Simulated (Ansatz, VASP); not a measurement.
# Cross-check of Cu (Cu(311) slab) between VASP and Ansatz, part 2 of 2

Aim: how closely do two programs agree when they are given the same cell, functional and k mesh? The cell is taken from a series of runs on this material, whose earlier steps may have relaxed, scaled, displaced or heated it; both programs get it as it stands.

VASP 6.6.1 and Ansatz 0.2.0.

So far: The structure; VASP: single point, PBEsol.

## Step 3: Ansatz: single point, PBEsol

Level of this step: Ansatz beside VASP: Kohn-Sham DFT, plane waves, PBEsol (Ansatz).

Ansatz runs on its default PAW (the set named soft_2) files.

The same cell, functional, mesh and smearing now go to Ansatz, which takes its cutoff from its data sets.

The input, input.yaml:

```yaml
crystal:
  lattice:
    - [5.14067, 0.0, 0.0]
    - [-1.28517, 4.26242, 0.0]
    - [0.0, 0.0, 27.05593]
  atoms:
    - { symbol: Cu, position: [0.22701, 0.91068, 0.28231] }
    - { symbol: Cu, position: [0.09041, 0.36427, 0.31715] }
    - { symbol: Cu, position: [0.45283, 0.81382, 0.35893] }
    - { symbol: Cu, position: [0.31727, 0.27205, 0.39929] }
    - { symbol: Cu, position: [0.18129, 0.72747, 0.43921] }
    - { symbol: Cu, position: [0.0452, 0.18188, 0.48004] }
    - { symbol: Cu, position: [0.40934, 0.63631, 0.51996] }
    - { symbol: Cu, position: [0.27326, 0.09072, 0.56079] }
    - { symbol: Cu, position: [0.13728, 0.54613, 0.60071] }
    - { symbol: Cu, position: [0.00172, 0.00436, 0.64107] }
    - { symbol: Cu, position: [0.36414, 0.45391, 0.68285] }
    - { symbol: Cu, position: [0.22754, 0.9075, 0.71769] }
    - { symbol: Cu, position: [0.72701, 0.91068, 0.28231] }
    - { symbol: Cu, position: [0.59041, 0.36427, 0.31715] }
    - { symbol: Cu, position: [0.95283, 0.81382, 0.35893] }
    - { symbol: Cu, position: [0.81727, 0.27205, 0.39929] }
    - { symbol: Cu, position: [0.68129, 0.72747, 0.43921] }
    - { symbol: Cu, position: [0.5452, 0.18188, 0.48004] }
    - { symbol: Cu, position: [0.90934, 0.63631, 0.51996] }
    - { symbol: Cu, position: [0.77326, 0.09072, 0.56079] }
    - { symbol: Cu, position: [0.63728, 0.54613, 0.60071] }
    - { symbol: Cu, position: [0.50172, 0.00436, 0.64107] }
    - { symbol: Cu, position: [0.86414, 0.45391, 0.68285] }
    - { symbol: Cu, position: [0.72754, 0.9075, 0.71769] }
kpoints:
  mp_grid: { grid: [7, 8, 1] }
hamiltonian:
  xc: pbesol
scf:
  occupations: { method: fermi_dirac, width: 0.1 }
output:
  forces: true
```

The run is started by

```sh
$ ansatz run input.yaml --threads 6 --pin off --max-ram 102400MiB --backend cuda --events-out ev --progress --plain --runs-dir out
```

Numbers of over 12 decimals in the logs are rounded to 6 here.

The log of the run:

```text
Warning: the atoms were moved onto the symmetric positions of the space group found under crystal.symmetry.tolerance 1.0e-5 (fractional; no operation is sought that the atoms, as they stand in a round, miss by more than twice it, and no atom is moved by as much as it), and the run uses the moved positions. Before a round's move an operation carried an atom to 5.87e-5 Å from where it should land, the largest such dist [...]
Engine: ansatz 0.2.0, x86_64-unknown-linux-gnu
Pseudopotentials: kind: paw
Pseudopotential: Cu, paw, valence charge 19, recommended cutoff 420 eV (normal), Cu.paw.azcp
Functional definition: PBEsol
  exchange = pbesol_x
  correlation = pbesol_c
device memory: the entry about to start is reckoned to put 14.6 GiB on a device that reports 74.7 GiB free
GPU FFT provider: cuFFT
GPU libraries: cuBLAS 13.8.2, cuFFT 12.4.0, cuSOLVER 12.3.4
Crystal: 24 atoms, lattice volume = 592.841 Å³
Basis set: ecut = 420 eV, 11647 PW (Γ), exchange–correlation on 72×60×384 points (8 copies of the dense FFT grid, shifted against one another)
Bands: 252, of which v1, the nominal top of the filled ones, is band 228 counted from 1 (227 counted from 0)
Symmetry: 4 space group operations
Space group: P-1 (ITA 2), of the structure as read, at distance tolerance 8.4e-5 Å
k-points: 29 of 56
Non-local potential: Cu, projectors of the file, l = 0: 3, l = 1: 2, l = 2: 3, l = 3: 1
PAW form: soft (Blöchl's): semilocal exchange-correlation on the pseudo side does not see the compensation charge
PAW frozen core: Cu, regenerated for the run's functional, and the local potential with it (the file was generated under x = pbe(κ = 0.804, μ = 0.219515), c = pbe(β = 0.066725))
PAW one-centre angular grid: Cu, 590 points (default); XC on 64 Gauss nodes
Initial density: superposition of atomic densities (neutral atoms: chi_scale 0, normalization atom), corrected by the library's trained network
Initial wavefunctions: pseudopotential atomic-orbital guess
GPU buffer pool allocated for 207360 grid points (all kernels)
GPU transforms: local potential and band sums: pruned to the plane-wave sphere, on 36×30×192
Functional: x = pbesol(κ = 0.804, μ = 0.123457), c = pbesol(β = 0.046)
SCF iter   1: F=—  HF=-158125.188001 eV  |F-HF|=—  |Δ(HF+E_count)|=         —  Δρ=1.48e-2  dr2=8.56e-1  ethr=1.77e-3  ⟨swp⟩=6.0  Hψ=28714  notcnv=0  defer=45
preconditioner: auto → LDOS  [metal: Δε(μ)=0.015 eV  Ē_g=6.158 eV  σ=0.100 eV  W_gap=0.04  n_scr=174 (ndim 8)  ℏωp=24.8 eV  f_vac=0.486  D(μ)=7.65/eV (n_scr^D=32)  β→1.0]
SCF iter   2: F=—  HF=-158126.752870 eV  |F-HF|=—  |Δ(HF+E_count)|=    1.56e0  Δρ=4.49e-2  dr2=6.46e0  ethr=1.88e-4  ⟨swp⟩=3.0  Hψ=19104  notcnv=0  defer=251  recentre
SCF iter   3: F=—  HF=-158125.051901 eV  |F-HF|=—  |Δ(HF+E_count)|=    1.70e0  Δρ=1.79e-3  dr2=1.89e-2  ethr=1.88e-4  ⟨swp⟩=2.9  Hψ=16793  notcnv=0  defer=252
SCF iter   4: F=—  HF=-158125.053180 eV  |F-HF|=—  |Δ(HF+E_count)|=   1.28e-3  Δρ=5.70e-4  dr2=1.31e-3  ethr=4.14e-6  ⟨swp⟩=3.0  Hψ=11586  notcnv=0  defer=252
SCF iter   5: F=—  HF=-158125.047202 eV  |F-HF|=—  |Δ(HF+E_count)|=   5.98e-3  Δρ=1.93e-4  dr2=1.49e-4  ethr=2.88e-7  ⟨swp⟩=2.1  Hψ=11066  notcnv=0  defer=252
SCF iter   6: F=—  HF=-158125.047186 eV  |F-HF|=—  |Δ(HF+E_count)|=   1.56e-5  Δρ=5.90e-5  dr2=1.55e-5  ethr=3.26e-8  ⟨swp⟩=2.3  Hψ=11196  notcnv=0  defer=252
SCF iter   7: F=—  HF=-158125.052741 eV  |F-HF|=—  |Δ(HF+E_count)|=   5.55e-3  Δρ=5.12e-5  dr2=1.27e-5  ethr=3.39e-9  ⟨swp⟩=3.0  Hψ=14599  notcnv=0  defer=253
SCF iter   8: F=—  HF=-158125.052744 eV  |F-HF|=—  |Δ(HF+E_count)|=   2.77e-6  Δρ=2.08e-5  dr2=2.17e-6  ethr=2.78e-9  ⟨swp⟩=2.1  Hψ=10144  notcnv=0  defer=254
SCF iter   9: F=—  HF=-158125.052745 eV  |F-HF|=—  |Δ(HF+E_count)|=   8.01e-7  Δρ=4.58e-6  dr2=1.34e-7  ethr=4.76e-10  ⟨swp⟩=2.0  Hψ=10758  notcnv=0  defer=254
SCF iter  10: F=-158125.052745 eV  HF=-158125.052745 eV  |F-HF|=1.25e-7  |Δ(HF+E_count)|=   3.96e-8  Δρ=4.16e-6  dr2=7.75e-8  ethr=2.19e-11  ⟨swp⟩=5.0  Hψ=27469  notcnv=0
SCF 1 converged in 10 iterations: F = -158125.052745 eV  dr2 = 7.75e-8
  greatest PAW one-centre occupation: 1.000 electrons in one spin orbital (limit 2), on the Cu atom at site 23 (counted from 0), in its partial waves of l = 0
SCF converged after 10 iterations
Free energy (F): -158125.052745 eV
Harris-Foulkes:  -158125.052745 eV  (|F-HF|=1.25e-7)
Internal energy: -158124.806506 eV  (E = F + TS)
E sigma→0 (E₀):  -158124.929626 eV
Entropy (-TS):   -0.246239 eV (-10.260 meV/atom)
Fermi energy:    5.571593 eV
--- Per-component energies (eV) ---
  E_band       = -13620.791070
  E_kinetic    = 7194.419191
  E_local      = -1143187.803729  (includes V_loc(G=0)·N_el)
  E_nonlocal   = 9425.778343
  E_hartree    = 563266.766328
  E_xc         = -2122.104525
  E_vxc        = -2749.876837  (∫ρ·V_xc dr)
  E_paw        = -39059.262788  (= ΣΔE_a)
  E_vpaw       = -10836.994664  (= ΣTr[D̂ρ^β])
  E_aug_tail   = 0.005881  (compensation charges beyond the density's cutoff)
  E_ewald      = 446352.445940
  E_core_change = 4.948853  (= ΣΔE_core)
  E_smearing   = -0.246239  (= −TS)
  E_closure    = -0.000000  (closes the sum)
  Σ components = -158125.052745   (vs F -158125.052745, Δ=0.00e0)
--- Forces (eV/Å), atoms counted from 1 ---
  atom   1  Cu     0.00053777     0.02935264     0.37193954
  atom   2  Cu     0.00087572    -0.00991839     0.16220214
  atom   3  Cu     0.00194841    -0.02171570     0.00852854
  atom   4  Cu     0.00273833     0.00166038    -0.00104912
  atom   5  Cu     0.00170644     0.00132810     0.01050082
  atom   6  Cu     0.00144128    -0.00031793     0.01249000
  atom   7  Cu    -0.00144128     0.00031793    -0.01249000
  atom   8  Cu    -0.00170644    -0.00132810    -0.01050082
  atom   9  Cu    -0.00273833    -0.00166038     0.00104912
  atom  10  Cu    -0.00194841     0.02171570    -0.00852854
  atom  11  Cu    -0.00087572     0.00991839    -0.16220214
  atom  12  Cu    -0.00053777    -0.02935264    -0.37193954
  atom  13  Cu     0.00053777     0.02935264     0.37193954
  atom  14  Cu     0.00087572    -0.00991839     0.16220214
  atom  15  Cu     0.00194841    -0.02171570     0.00852854
  atom  16  Cu     0.00273833     0.00166038    -0.00104912
  atom  17  Cu     0.00170644     0.00132810     0.01050082
  atom  18  Cu     0.00144128    -0.00031793     0.01249000
  atom  19  Cu    -0.00144128     0.00031793    -0.01249000
  atom  20  Cu    -0.00170644    -0.00132810    -0.01050082
  atom  21  Cu    -0.00273833    -0.00166038     0.00104912
  atom  22  Cu    -0.00194841     0.02171570    -0.00852854
  atom  23  Cu    -0.00087572     0.00991839    -0.16220214
  atom  24  Cu    -0.00053777    -0.02935264    -0.37193954
  max |Σ_I F_I| component: 6.94e-18 eV/Å
```

## Step 4: Differences

Known differences besides the potentials themselves: the data sets hold 456 valence electrons in Ansatz (on its default PAW (the set named soft_2) files) and 264 in VASP; the cutoff is 420 eV in Ansatz and 520 eV in VASP; Ansatz makes its cores anew for this functional, VASP keeps those of its PBE data sets. Total energies have different zeros and are not compared.

Forces on 7 of the 24 atoms, those with the largest forces and the largest differences (eV/Å; atoms numbered as in POSCAR):

| atom | Ansatz x, y, z | VASP x, y, z |
| --- | --- | --- |
| Cu1 | 0.001, 0.029, 0.372 | 0.001, 0.023, 0.333 |
| Cu11 | -0.001, 0.010, -0.162 | -0.001, 0.006, -0.151 |
| Cu12 | -0.001, -0.029, -0.372 | -0.001, -0.023, -0.333 |
| Cu13 | 0.001, 0.029, 0.372 | 0.001, 0.023, 0.333 |
| Cu14 | 0.001, -0.010, 0.162 | 0.001, -0.006, 0.151 |
| Cu23 | -0.001, 0.010, -0.162 | -0.001, 0.006, -0.151 |
| Cu24 | -0.001, -0.029, -0.372 | -0.001, -0.023, -0.333 |

The forces differ by 9.8 meV/Å r.m.s., which is 11.3 % of the r.m.s. force of 0.087 eV/Å (both taken over all components). Where the cell holds vacuum, a pressure given here is an average over it and none of the material.

## Step 5: What came out

```json
{
  "r.m.s. force difference (single point, PBEsol)": "9.8 meV/Å"
}
```

**Reading.** The r.m.s. force difference is 9.8 meV/Å (single point, PBEsol), within the 12 meV/Å picked in this series as the mark of a large difference. The data sets hold unlike numbers of valence electrons (456 in Ansatz and 264 in VASP), so part of the differences may come from the potentials. Such differences can come from data sets, numerical settings and the points named under the comparisons, not from the functional's error against experiment.

[Lines on the potential files, build, host, timing and source positions are cut from VASP's logs without a mark.]

[Logs are printed without paths, hosts, clocks, repeated set-up lines and the standing remarks that a program may print on its own settings, such as how far it seeks lower states.]

[Hosts, paths, dates, database ids (printed as entryN), source tags and the programs' standing remarks are cut or masked in the printed files.]
